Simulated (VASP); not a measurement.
## TiC: work function with PBEsol

TiC, a slab with vacuum:

```
CELL_PARAMETERS angstrom
3.05371 0.00000 0.00000
-3.05371 4.31860 0.00000
0.00000 0.00000 19.05371
ATOMIC_POSITIONS crystal
Ti 0.00000 0.50000 0.42624
Ti 0.00000 0.00000 0.50000
Ti 0.00000 0.50000 0.57376
C 0.50000 0.00000 0.42078
C 0.50000 0.50000 0.50000
C 0.50000 0.00000 0.57922
```

```
Program                : VASP 6.6.1
Task                   : work function
Functional             : PBEsol
Potentials or basis    : VASP PAW PBE potentials, release 64 (Ti_sv, C)
Cutoff                 : 520 eV
k mesh                 : 12 × 12 × 1
Occupations            : methfessel-paxton, width 0.1 eV
Spin                   : no spin polarisation
Dipole correction      : yes
Further INCAR settings : ALGO = Normal; EDIFF = 1e-07
```

```json
{
  "Band gap on the k mesh": "none (metal or under the smearing width)",
  "Work function of the upper face": "4.03 eV",
  "Work function of the lower face": "4.03 eV"
}
```

Levels at points of the mesh, in eV from the Fermi level:
```tsv
k point	band 20	band 21	band 22	band 23	band 24	band 25	band 26	band 27	band 28
(0.00, 0.00, 0.00)	-1.64	-0.99	-0.58	-0.39	-0.27	0.91	0.93	1.12	1.80
(0.50, 0.00, 0.00)	-2.54	-2.40	-2.29	-1.85	-1.27	0.86	1.15	2.08	2.44
(0.00, 0.50, 0.00)	-2.58	-2.56	-1.49	-0.71	-0.66	0.22	1.35	1.53	1.86
(0.50, 0.50, 0.00)	-2.21	-1.36	-0.88	-0.70	-0.30	0.32	0.57	1.33	2.02
```

Wall time 96 s on 8 MPI ranks on AMD EPYC 9R45 96-Core Processor (Zen 5), on a shared host, peak memory 0.55 GiB a rank.
